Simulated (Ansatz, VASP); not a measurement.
# Cross-check of TlAgCl2 between VASP and Ansatz, part 2 of 2

Wanted: the spread between two codes on one cell, functional and k mesh. The cell is invented: As first built, before any earlier steps moved the atoms (in the runner's words): it takes the AgCl structure with some of its atoms replaced by other elements, volume scaled by an estimate. It may not be a known or stable phase. The cell is taken from a series of VASP runs on this material, whose earlier steps may have relaxed, scaled or displaced it; both programs get it as it stands.

VASP 6.6.1 and Ansatz 0.2.0.

So far. Step 3 (VASP: band structure, r2SCAN): The run ends at a pressure of 0.02 GPa, with forces up to 0.0059 eV/Å.

**4. Side by side**

Known differences besides the potentials themselves: VASP keeps PBE cores, Ansatz makes them for the functional; the data sets hold 46 valence electrons in Ansatz (default PAW (the set named soft_2) files) and 38 in VASP; the cutoff is 500 eV in Ansatz and 400 eV in VASP. Total energies have different zeros and are not compared.

Both answers:

```tsv
quantity	Ansatz	VASP	difference
pressure (GPa)	0.18	0.02	+0.16
gap over the path points (eV)	2.523	2.495	+0.028
```

Levels at points of the path, from each program's valence-band top (eV; 4 filled, then empty):

```tsv
k (reciprocal lattice)	Ansatz	VASP
0.000 0.000 0.000	-1.97 -1.44 -0.36 -0.36 3.69 4.56 6.38	-1.93 -1.43 -0.35 -0.35 3.67 4.52 6.38
0.133 0.000 0.000	-1.76 -1.22 -0.55 -0.44 4.09 4.25 6.16	-1.74 -1.21 -0.54 -0.42 4.07 4.22 6.14
0.300 0.000 0.000	-1.68 -1.48 -0.56 -0.25 3.59 4.63 5.59	-1.65 -1.46 -0.55 -0.25 3.57 4.62 5.56
0.467 0.000 0.000	-1.69 -1.32 -0.86 -0.58 3.35 4.04 5.97	-1.66 -1.33 -0.85 -0.56 3.33 4.02 5.95
0.500 0.037 -0.037	-1.67 -1.46 -0.93 -0.42 3.37 4.12 5.65	-1.64 -1.48 -0.91 -0.41 3.35 4.10 5.63
0.500 0.099 -0.099	-1.71 -1.62 -0.85 -0.12 3.46 4.62 4.70	-1.67 -1.59 -0.83 -0.12 3.44 4.60 4.68
0.500 0.161 -0.161	-1.63 -1.58 -0.82 -0.27 3.59 3.88 5.43	-1.60 -1.55 -0.80 -0.26 3.57 3.86 5.40
0.772 0.500 0.228	-1.72 -1.30 -0.82 -0.79 3.66 3.84 5.44	-1.68 -1.29 -0.81 -0.78 3.64 3.82 5.42
0.667 0.500 0.333	-1.61 -1.38 -0.68 -0.34 4.22 4.31 5.11	-1.58 -1.37 -0.66 -0.34 4.20 4.28 5.10
0.563 0.500 0.437	-1.55 -1.14 -0.46 -0.14 2.90 5.93 6.47	-1.53 -1.15 -0.44 -0.14 2.87 5.92 6.47
```

At this near-relaxed geometry the largest component of a force difference is 3 meV/Å. Among the levels compared at these points, filled levels agree within 40 meV and empty ones within 36 meV.

**5. Ansatz: single point, r2SCAN**

With cell and atoms fixed, the geometry can't cause a difference; cores, projectors, grids and the points listed under the comparison can.

The cell is taken from a series of VASP runs on this material, whose earlier steps may have relaxed, scaled or displaced it; both programs get it as it stands.

Input file input.yaml:

```yaml
crystal:
  lattice:
    - [2.0743064491, 1.1976013871, 7.0150688129]
    - [-2.0743064491, 1.1976013871, 7.0150688129]
    - [0.0, -2.3952027742, 7.0150688129]
  atoms:
    - { symbol: Tl, position: [0.0, 0.0, 0.0] }
    - { symbol: Ag, position: [0.5, 0.5, 0.5] }
    - { symbol: Cl, position: [0.7651316868, 0.7651316868, 0.7651316868] }
    - { symbol: Cl, position: [0.2348683132, 0.2348683132, 0.2348683132] }
hamiltonian:
  xc: r2scan
  pseudopotentials: { kind: paw }
kpoints:
  mp_grid: { grid: [9, 9, 9] }
scf:
  occupations: { method: tetrahedron }
output:
  forces: true
  stress: true
```

Run with:

```console
> ansatz run input.yaml --threads 2 --pin off --max-ram 4608MiB --backend cpu --events-out ev --progress --plain --runs-dir out
```

Numbers of over 12 decimals in the logs are rounded to 6 here.

What it wrote:

```text
Warning: output.forces, output.stress, relax.cell or npt_langevin: where a Kohn–Sham band that disperses or a degenerate level is filled in part under the method tetrahedron, the forces or the stress that this run publishes need not agree with its energy (scf.occupations.method in the input reference, under Limitations); prefer a smearing scheme for the forces or the stress
[...]
k-point 0: bands = [... 19 lower, 3.7359, 4.2668, 5.3399, 5.3399, 9.3993, 10.2634, 12.0885, 12.0885, ... 1 higher]
  k-point 1: bands = [... 19 lower, 3.9065, 4.4754, 5.1669, 5.2878, 9.6940, 10.0316, 11.9343, 12.1002, ... 1 higher]
  k-point 2: bands = [... 19 lower, 4.0337, 4.3259, 5.1875, 5.3632, 9.5656, 10.2862, 11.4283, 12.0237, ... 1 higher]
  k-point 84: bands = [... 19 lower, 4.1536, 4.5256, 5.2663, 5.5683, 8.6264, 11.6065, 12.0964, 12.3870, ... 1 higher]
[key lines of the parts left out:]
SCF converged after 7 iterations
Free energy (F): -21233.131355 eV
Fermi energy:    5.704467 eV
P = ⅓ Tr σ = 0.1808 GPa (1.808 kbar)
```

It took 16 s on 2 threads of Intel Xeon at 2.80GHz (Skylake/Cascade Lake), shared host; peak memory 0.83 GiB.

The run ends at a pressure of 0.18 GPa, with forces up to 0.0027 eV/Å.

**6. VASP: single point, r2SCAN**

The same cell, functional, mesh and smearing now go to VASP, with its own data sets and cutoff.

Input file INCAR:

```
SYSTEM = TlAgCl2
PREC = Accurate
ENCUT = 400
EDIFF = 1E-06
NELM = 100
ISMEAR = -5
SIGMA = 0.05
LREAL = .FALSE.
ALGO = Normal
METAGGA = R2SCAN
LASPH = .TRUE.
NBANDS = 33
LORBIT = 11
LWAVE = .FALSE.
LCHARG = .FALSE.
KPAR = 2
NEDOS = 2001
```

Input file POSCAR:

```
TlAgCl2
1.0
    2.0743064491      1.1976013871      7.0150688129
   -2.0743064491      1.1976013871      7.0150688129
    0.0000000000     -2.3952027742      7.0150688129
Tl Ag Cl
1 1 2
Direct
    0.0000000000      0.0000000000      0.0000000000
    0.5000000000      0.5000000000      0.5000000000
    0.7651316868      0.7651316868      0.7651316868
    0.2348683132      0.2348683132      0.2348683132
```

Input file KPOINTS:

```
Automatic mesh
0
Gamma
9 9 9
0 0 0
```

The projector-augmented-wave data sets are Tl_d, Ag and Cl (PBE family, release 64).

Run with:

```console
> mpirun -np 2 vasp_std
```

What it wrote:

```text
[banner, memory and clock lines left out]
running    2 mpi-ranks, on    1 nodes
[...]
[... a notice as in an earlier step ...]

 LDA part: xc-table for (None), standard interpolation
 POSCAR, INCAR and KPOINTS ok, starting setup
[...]
entering main loop
       N       E                     dE             d eps       ncg     rms          rms(c)
DAV:   1     0.115489744594E+03    0.11549E+03   -0.15901E+04  5698   0.854E+02
DAV:   2    -0.902228521041E+02   -0.20571E+03   -0.19611E+03  6440   0.224E+02
DAV:   3    -0.100873522783E+03   -0.10651E+02   -0.10582E+02  6850   0.483E+01
DAV:   4    -0.100970968909E+03   -0.97446E-01   -0.97417E-01  6466   0.519E+00
[...]
DAV:  12    -0.901187566695E+02   -0.29057E-04   -0.66321E-05  6723   0.707E-02    0.224E-02
DAV:  13    -0.901187664787E+02   -0.98091E-05   -0.25475E-05  6207   0.284E-02    0.715E-03
DAV:  14    -0.901187667673E+02   -0.28861E-06   -0.11300E-06  6185   0.455E-03
   1 F= -.90118767E+02 E0= -.90118767E+02  d E =0.000000E+00
```

Parts of OUTCAR (step 6):

```text
  Total        0.0018403      0.0018403      0.0298537      0.0000000     -0.0000000      0.0000000
  in kB        0.0281988      0.0281988      0.4574460      0.0000000     -0.0000000      0.0000000
  external PRESSURE =       0.1712812 kB  Pullay stress =       0.0000000 kB

 POSITION                                       TOTAL-FORCE (eV/Angst)
 -----------------------------------------------------------------------------------
      0.00000      0.00000      0.00000        -0.000000     -0.000000      0.000000
      0.00000      0.00000     10.52260         0.000000     -0.000000      0.000000
      0.00000      0.00000     16.10235        -0.000000      0.000000      0.006128
      0.00000      0.00000      4.94285        -0.000000      0.000000     -0.006128
 -----------------------------------------------------------------------------------
    total drift:                                0.000000      0.000000     -0.000000

  FREE ENERGIE OF THE ION-ELECTRON SYSTEM (eV)
  ---------------------------------------------------
  free  energy   TOTEN  =       -90.1187667673 eV

  energy  without entropy=      -90.1187667673  energy(sigma->0) =      -90.11876677

[... 1 part as in an earlier step ...]

[... 2 further parts left out ...]
[key lines of the parts left out:]
E-fermi :   2.6319
```

The run ends at a pressure of 0.02 GPa, with forces up to 0.0061 eV/Å.

**7. Side by side**

Both answers:

```tsv
quantity	Ansatz	VASP	difference
pressure (GPa)	0.18	0.02	+0.16
gap on the k mesh (eV)	2.554	2.526	+0.028
```

At this near-relaxed geometry the largest component of a force difference is 3 meV/Å. A gap on the mesh is an upper bound, since the band edges may lie between its points; neither run holds spin-orbit coupling, which can move the band edges of a compound of Tl.

**8. What came out**

```yaml
difference_in_gap_over_the_path_points_band_structure_r2scan: 0.028 eV
difference_in_gap_on_the_k_mesh_single_point_r2scan: 0.028 eV
```

**Reading.** The difference in gap over the path points is 0.028 eV (band structure, r2SCAN), within the 0.08 eV picked in this series as the mark of a large difference. Such differences can come from data sets, numerical settings and the points named under the comparisons, not from the functional's error against experiment.

[Lines on the potential files, build, host, timing and source positions are cut from VASP's logs without a mark.]

[Logs are printed without paths, hosts, clocks, repeated set-up lines and the standing remarks that a program may print on its own settings, such as how far it seeks lower states.]

[Hosts, paths, dates, database ids (printed as entryN), source tags and the programs' standing remarks are cut or masked in the printed files.]
